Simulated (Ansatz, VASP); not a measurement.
Ta2Au3 in VASP and in Ansatz

```
CELL_PARAMETERS angstrom
4.54046 0.00000 0.00000
0.00000 4.54046 0.00000
0.00000 0.00000 4.54046
ATOMIC_POSITIONS crystal
Ta 0.50000 0.50000 0.50000
Ta 0.00000 0.00000 0.00000
Au 0.00000 0.50000 0.50000
Au 0.50000 0.00000 0.50000
Au 0.50000 0.50000 0.00000
```

Alike in both runs: task relaxation of cell and atoms; functional PBE; k mesh 4 × 4 × 4; occupations gaussian, width 0.1 eV; no spin polarisation.

```csv
,VASP,Ansatz
version,VASP 6.6.1,Ansatz 0.2.0
potentials or method,"VASP PAW PBE potentials, release 64 (Ta_pv, Au)","scalar-relativistic, plane waves, PAW"
plane-wave cutoff (eV),600,420
valence electrons in the cell,55,83
```

|  | VASP | Ansatz | Ansatz less VASP |
| --- | --- | --- | --- |
| gap on the k mesh at the Fermi level, each at its own relaxed structure (eV) | none | none | - |
| relaxed volume (Å³/atom) | 24.16 | 24.11 | -0.053 |
| relaxed cell length with the largest relative difference (Å) | 4.944 | 4.940 | -0.0036 |
| energy change over the relaxation (meV/atom) | -630 | -627 | +2.7 |

A gap of «none» marks a metal or a gap that the smearing closes. The two sets of potentials don't hold the same shells in valence.

Caveats: the volume moved by over 15 % at a fixed basis, so the end points are rough. The runs have no spin-orbit coupling, so splittings on Au, Ta are missing.
